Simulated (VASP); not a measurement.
Level of theory: LDA (Ceperley-Alder, Perdew-Zunger), VASP's LDA PAW potentials (set 64) (plane waves; VASP 6.6.1).

VASP input:

**INCAR**
```
SYSTEM = Mn atom
PREC = Normal
ENCUT = 520
EDIFF = 1E-6
NELM = 100
ALGO = Normal
LREAL = .FALSE.
LASPH = .TRUE.
ISMEAR = 0
SIGMA = 0.01
LMAXMIX = 4
ISPIN = 2
MAGMOM = 5
LORBIT = 10
LWAVE = .TRUE.
LCHARG = .FALSE.
ISYM = 0
NUPDOWN = 5
```

File POSCAR:
```
Mn atom
13.0
  0.9230769231   0.0000000000   0.0000000000
  0.0000000000   0.9615384615   0.0000000000
  0.0000000000   0.0000000000   1.0000000000
Mn
1
Cartesian
  0.0000000000   0.0000000000   0.0000000000
```

**KPOINTS**
```
Automatic
0
G
1 1 1
```

POTCAR, in this order: Mn_pv (LDA.64 set). Program: vasp_gam.

The run wrote:

**OUTCAR**
```
 ion  position               nearest neighbor table
   1  0.000  0.000  0.000-
 Subroutine IBZKPT returns following result:
 Found      1 irreducible k-points:

 Following reciprocal coordinates:
            Coordinates               Weight
  0.000000  0.000000  0.000000      1.000000
   k-points           NKPTS =      1   k-points in BZ     NKDIM =      1   number of bands    NBANDS=     13
   number of dos      NEDOS =    301   number of ions     NIONS =      1
   total plane-waves  NPLWV = 392000
   dimension x,y,z NGX =    70 NGY =   70 NGZ =   80
   dimension x,y,z NGXF=   140 NGYF=  140 NGZF=  160
   ions per type =               1
   PREC   = normal    normal or accurate (medium, high low for compatibility)
   ISTART =      0    job   : 0-new  1-cont  2-samecut
   ICHARG =      2    charge: 1-file 2-atom 10-const
   ISPIN  =      2    spin polarized calculation?
   LNONCOLLINEAR =      F non collinear calculations
   LSORBIT =      F    spin-orbit coupling
   INIWAV =      1    electr: 0-lowe 1-rand  2-diag
   ENCUT  =  520.0 eV  38.22 Ry    6.18 a.u.  22.31 23.24 24.17*2*pi/ulx,y,z
   NELM   =    100;   NELMIN=  2; NELMDL= -5     # of ELM steps
   EDIFF  = 0.1E-05   stopping-criterion for ELM
   LREAL  =      F    real-space projection
...
```

OSZICAR:
```
       N       E                     dE             d eps       ncg     rms          rms(c)
DAV:   1     0.502187017959E+02    0.50219E+02   -0.42569E+03    78   0.526E+02
DAV:   2     0.413484616914E+01   -0.46084E+02   -0.43216E+02    67   0.163E+02
DAV:   3    -0.479023176027E+01   -0.89251E+01   -0.88456E+01    80   0.391E+01
DAV:   4    -0.507456465237E+01   -0.28433E+00   -0.28426E+00    65   0.864E+00
DAV:   5    -0.507832415729E+01   -0.37595E-02   -0.37595E-02    65   0.921E-01    0.563E+00
DAV:   6    -0.458622001293E+01    0.49210E+00   -0.30762E+00    52   0.146E+01    0.476E+00
DAV:   7    -0.463946492725E+01   -0.53245E-01   -0.13312E-01    52   0.321E+00    0.354E+00
DAV:   8    -0.460568025135E+01    0.33785E-01   -0.18726E-02    52   0.148E+00    0.178E+00
DAV:   9    -0.460294610891E+01    0.27341E-02   -0.16077E-02    57   0.110E+00    0.125E+00
DAV:  10    -0.460494635835E+01   -0.20002E-02   -0.33212E-03    52   0.341E-01    0.367E-02
DAV:  11    -0.460527149864E+01   -0.32514E-03   -0.15060E-04    60   0.588E-02    0.293E-02
DAV:  12    -0.460565170087E+01   -0.38020E-03   -0.12276E-04    52   0.407E-02    0.251E-02
DAV:  13    -0.460583077890E+01   -0.17908E-03   -0.16297E-04    52   0.393E-02    0.963E-03
DAV:  14    -0.460589341200E+01   -0.62633E-04   -0.31172E-05    44   0.130E-02    0.922E-03
DAV:  15    -0.460599459277E+01   -0.10118E-03   -0.42257E-05    52   0.181E-02    0.366E-03
DAV:  16    -0.460603426744E+01   -0.39675E-04   -0.13400E-05    44   0.810E-03    0.443E-03
DAV:  17    -0.460605119872E+01   -0.16931E-04   -0.63922E-06    44   0.522E-03    0.281E-03
DAV:  18    -0.460605848130E+01   -0.72826E-05   -0.16570E-06    44   0.292E-03    0.123E-03
DAV:  19    -0.460606756479E+01   -0.90835E-05   -0.74123E-07    44   0.217E-03    0.126E-03
DAV:  20    -0.460607270644E+01   -0.51417E-05   -0.37596E-07    44   0.158E-03    0.549E-04
DAV:  21    -0.460607540748E+01   -0.27010E-05   -0.14186E-07    36   0.958E-04    0.440E-04
DAV:  22    -0.460607716850E+01   -0.17610E-05   -0.10321E-07    36   0.796E-04    0.285E-04
DAV:  23    -0.460607811364E+01   -0.94514E-06   -0.44161E-08    36   0.564E-04
   1 F= -.46060781E+01 E0= -.46060781E+01  d E =-.314103E-45  mag=     5.0000
```

File OUTCAR:
```
------------------------ aborting loop because EDIFF is reached ----------------------------------------
  FORCE on cell =-STRESS in cart. coord.  units (eV):
  Direction    XX          YY          ZZ          XY          YZ          ZX
  --------------------------------------------------------------------------------------
  Total       -0.0084275     -0.0036582     -0.0074064      0.0000695     -0.0002493      0.0000311
  in kB       -0.0069242     -0.0030057     -0.0060853      0.0000571     -0.0002049      0.0000256
  external PRESSURE =      -0.0053384 kB  Pullay stress =       0.0000000 kB
  volume of cell :     1950.00
      direct lattice vectors                 reciprocal lattice vectors
    12.000000000  0.000000000  0.000000000     0.083333333  0.000000000  0.000000000
     0.000000000 12.500000000  0.000000000     0.000000000  0.080000000  0.000000000
     0.000000000  0.000000000 13.000000000     0.000000000  0.000000000  0.076923077
 POSITION                                       TOTAL-FORCE (eV/Angst)
 -----------------------------------------------------------------------------------
      0.00000      0.00000      0.00000        -0.000000     -0.000000      0.000000
 -----------------------------------------------------------------------------------
    total drift:                               -0.000000     -0.000000      0.000000
  FREE ENERGIE OF THE ION-ELECTRON SYSTEM (eV)
  ---------------------------------------------------
  free  energy   TOTEN  =        -4.6060781136 eV

  energy  without entropy=       -4.6060781136  energy(sigma->0) =       -4.60607811

 total charge

# of ion       s       p       d       tot
------------------------------------------
    1        0.556   5.970   4.642  11.168

 magnetization (x)

# of ion       s       p       d       tot
------------------------------------------
    1        0.052  -0.002   4.642   4.691
```
(Selected blocks of OUTCAR.)

The atom may not be in its lowest state.

The cell is a free atom in a box.
